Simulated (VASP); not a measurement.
An input for Quantum ESPRESSO's pw.x (written as the equivalent of a VASP run, and not itself run):

```
&CONTROL
  calculation = 'vc-relax'
  pseudo_dir = './pseudo'
  outdir = './out'
  tprnfor = .true.
  tstress = .true.
  nstep = 40
  forc_conv_thr = 0.00078
/
&SYSTEM
  ibrav = 0
  nat = 6
  ntyp = 2
  ecutwfc = 70
  occupations = 'smearing'
  smearing = 'gaussian'
  degauss = 0.003675
  input_dft = 'pz'
/
&ELECTRONS
  conv_thr = 7.3e-08
  electron_maxstep = 100
/
&IONS
/
&CELL
  press = 300
/
ATOMIC_SPECIES
  W 183.840 W.upf
  S 32.060 S.upf
CELL_PARAMETERS angstrom
     1.5045164   -2.6058987    0.0000000
     1.5045164    2.6058987    0.0000000
     0.0000000    0.0000000   10.9845990
ATOMIC_POSITIONS crystal
  W    0.3333330  0.6666670  0.2500000
  W    0.6666670  0.3333330  0.7500000
  S    0.3333330  0.6666670  0.8937344
  S    0.6666670  0.3333330  0.3937344
  S    0.6666670  0.3333330  0.1062656
  S    0.3333330  0.6666670  0.6062656
K_POINTS automatic
  8 8 2 0 0 0
```

Task: Translate this input to VASP (INCAR, KPOINTS, POSCAR, choice of POTCAR).

Result: This is not unique; one that fits is 
### KPOINTS
```
K-points
0
gamma
 8 8 2
```

POSCAR:
```
WS2
1.0
  1.5045163515  -2.6058987019   0.0000000000
  1.5045163515   2.6058987019   0.0000000000
  0.0000000000   0.0000000000  10.9845989976
W S
2 4
Cartesian
  1.5045163515   0.8686346379   2.7461497494
  1.5045163515  -0.8686346379   8.2384492482
  1.5045163515   0.8686346379   9.8173143569
  1.5045163515  -0.8686346379   4.3250148581
  1.5045163515  -0.8686346379   1.1672846407
  1.5045163515   0.8686346379   6.6595841395
```

INCAR:
```
SYSTEM = WS2
PREC = Accurate; ENCUT = 500; LREAL = F
LASPH = T
EDIFF = 1E-6; NELM = 100; ALGO = Normal
LMAXMIX = 6
ISMEAR = 0; SIGMA = 0.05
IBRION = 2; NSW = 40; ISIF = 3
EDIFFG = -0.02; PSTRESS = 300
LWAVE = F; LCHARG = F
```

POTCAR, in this order: W_sv S (LDA.64 set). Program: vasp_std.

Limits of the translation: the potentials are each code's own (VASP's PAW set, PseudoDojo norm-conserving files in pw.x), so ENCUT and ecutwfc are chosen apart and not converted; conv_thr bounds pw.x's estimated SCF error, while EDIFF bounds the energy change between steps; forc_conv_thr acts on force components and is met together with etot_conv_thr.

The compound is WS2 in the 2H layered structure. This run relaxes it under an external pressure of 30 GPa. Symmetry was kept, so distortions that lower it aren't found. The k-mesh is coarse (spacing up to 0.31 per Å, 2π included), so the numbers may not be converged in it.
